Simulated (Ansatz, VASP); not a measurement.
**Ge3BiH4 in VASP and in Ansatz**

```
CELL_PARAMETERS angstrom
5.22043 0.00000 0.00000
0.00000 5.22043 0.00000
0.00000 0.00000 5.22043
ATOMIC_POSITIONS crystal
Ge 0.00000 0.50000 0.50000
Ge 0.50000 0.00000 0.50000
Ge 0.50000 0.50000 0.00000
Bi 0.00000 0.00000 0.00000
H 0.50000 0.50000 0.50000
H 0.50000 0.00000 0.00000
H 0.00000 0.50000 0.00000
H 0.00000 0.00000 0.50000
```

Alike in both runs: task single point; functional PBE; k mesh 4 × 4 × 4; occupations gaussian, width 0.1 eV; no spin polarisation.

|  | VASP | Ansatz |
| --- | --- | --- |
| version | VASP 6.6.1 | Ansatz 0.2.0 |
| potentials or method | VASP PAW PBE potentials, release 64 (Ge_d, Bi_d, H) | scalar-relativistic, plane waves, PAW |
| plane-wave cutoff (eV) | 520 | 420 |
| valence electrons in the cell | 61 | 61 |

|  | VASP | Ansatz | Ansatz less VASP |
| --- | --- | --- | --- |
| gap on the k mesh at the Fermi level (eV) | none | none | - |
| pressure (GPa) | -9.4 | -9.3 | +0.10 |

A gap of «none» marks a metal or a gap that the smearing closes. With one functional, cell and mesh, what is left measures potentials, basis and numerics.

Caveats: spin-orbit coupling is left out, which moves the levels of the heavy elements.
